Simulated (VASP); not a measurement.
Method: LDA (Ceperley-Alder, Perdew-Zunger), VASP's LDA PAW potentials (set 64) (plane waves; VASP).

VASP ran on this input.

File POSCAR:
```
CdF2
1.0
  0.0000000000   2.6577377019   2.6577377019
  2.6577377019   0.0000000000   2.6577377019
  2.6577377019   2.6577377019   0.0000000000
Cd F
1 2
Cart
  0.0000000000   0.0000000000   0.0000000000
  1.3288688509   1.3288688509   1.3288688509
  3.9866065528   3.9866065528   3.9866065528
```

### INCAR
```
! general
SYSTEM   =  CdF2
PREC     =  Accurate
ENCUT    =  520   ! plane-wave cut-off (eV)
LREAL    =  .FALSE.
LASPH    =  .TRUE.

! electronic loop
EDIFF    =  1E-7   ! SCF stop (eV)
NELM     =  100
ALGO     =  Normal   ! blocked Davidson
LMAXMIX  =  4

! smearing
ISMEAR   =  -5

! ions
ISIF     =  2

! output
LWAVE    =  .FALSE.
LCHARG   =  .TRUE.
LORBIT   =  11   ! lm-projected
NEDOS    =  601   ! DOS grid

! other
LEFG     =  .TRUE.
```

**KPOINTS**
```
Regular mesh
0
gamma
 8 8 8
0 0 0
```

POTCAR, in this order: Cd F (LDA.64 set). Program: vasp_std.

The run wrote:

**OSZICAR**
```
       N       E                     dE             d eps       ncg     rms          rms(c)
DAV:   1     0.201484026063E+03    0.20148E+03   -0.16050E+04  1010   0.157E+03
DAV:   2    -0.591396845201E+01   -0.20740E+03   -0.20350E+03  1129   0.389E+02
DAV:   3    -0.142160441988E+02   -0.83021E+01   -0.82859E+01  1069   0.868E+01
DAV:   4    -0.142569979239E+02   -0.40954E-01   -0.40947E-01  1143   0.614E+00
DAV:   5    -0.142571470656E+02   -0.14914E-03   -0.14914E-03  1081   0.323E-01    0.109E+01
DAV:   6    -0.127615254747E+02    0.14956E+01   -0.45426E+00  1290   0.409E+01    0.831E+00
DAV:   7    -0.127680791282E+02   -0.65537E-02   -0.65732E-01   991   0.880E+00    0.479E+00
DAV:   8    -0.127442999726E+02    0.23779E-01   -0.13889E-01  1026   0.381E+00    0.680E-01
DAV:   9    -0.127362913998E+02    0.80086E-02   -0.32067E-02  1299   0.244E+00    0.860E-02
DAV:  10    -0.127365470429E+02   -0.25564E-03   -0.25983E-03   991   0.572E-01    0.613E-02
DAV:  11    -0.127365633063E+02   -0.16263E-04   -0.77303E-05  1047   0.159E-01    0.354E-02
DAV:  12    -0.127365597480E+02    0.35583E-05   -0.31712E-05  1055   0.631E-02    0.903E-03
DAV:  13    -0.127365599899E+02   -0.24195E-06   -0.16668E-06  1044   0.155E-02    0.207E-03
DAV:  14    -0.127365600152E+02   -0.25217E-07   -0.74417E-08   810   0.279E-03
   1 F= -.12736560E+02 E0= -.12736560E+02  d E =0.000000E+00
```

File OUTCAR:
```
------------------------ aborting loop because EDIFF is reached ----------------------------------------
  FORCE on cell =-STRESS in cart. coord.  units (eV):
  Direction    XX          YY          ZZ          XY          YZ          ZX
  --------------------------------------------------------------------------------------
  Total       -0.0075373     -0.0075373     -0.0075373     -0.0000000      0.0000000      0.0000000
  in kB       -0.3216334     -0.3216334     -0.3216334     -0.0000000      0.0000000      0.0000000
  external PRESSURE =      -0.3216334 kB  Pullay stress =       0.0000000 kB
  volume of cell :       37.55
      direct lattice vectors                 reciprocal lattice vectors
     0.000000000  2.657737702  2.657737702    -0.188129927  0.188129927  0.188129927
     2.657737702  0.000000000  2.657737702     0.188129927 -0.188129927  0.188129927
     2.657737702  2.657737702  0.000000000     0.188129927  0.188129927 -0.188129927
 POSITION                                       TOTAL-FORCE (eV/Angst)
 -----------------------------------------------------------------------------------
      0.00000      0.00000      0.00000        -0.000000      0.000000      0.000000
      1.32887      1.32887      1.32887        -0.000000     -0.000000     -0.000000
      3.98661      3.98661      3.98661         0.000000      0.000000      0.000000
 -----------------------------------------------------------------------------------
    total drift:                                0.000000      0.000000      0.000000
  FREE ENERGIE OF THE ION-ELECTRON SYSTEM (eV)
  ---------------------------------------------------
  free  energy   TOTEN  =       -12.7365600152 eV

  energy  without entropy=      -12.7365600152  energy(sigma->0) =      -12.73656002

 total charge

# of ion       s       p       d       tot
------------------------------------------
    1        0.249   0.221   9.687  10.157
    2        1.731   4.322   0.000   6.053
    3        1.731   4.322   0.000   6.053
--------------------------------------------------
tot          3.712   8.865   9.687  22.264

 Electric field gradients after diagonalization (V/A^2)
 (convention: |V_zz| > |V_xx| > |V_yy|)
----------------------------------------------------------------------
 ion       V_xx      V_yy      V_zz     asymmetry (V_yy - V_xx)/ V_zz
----------------------------------------------------------------------
   1       0.001     0.001    -0.003       0.000
   2      -0.007    -0.007     0.014       0.000
   3      -0.007    -0.007     0.014       0.000
```
(Selected blocks of OUTCAR.)

The compound is CdF2 in the fluorite structure. It was relaxed first.
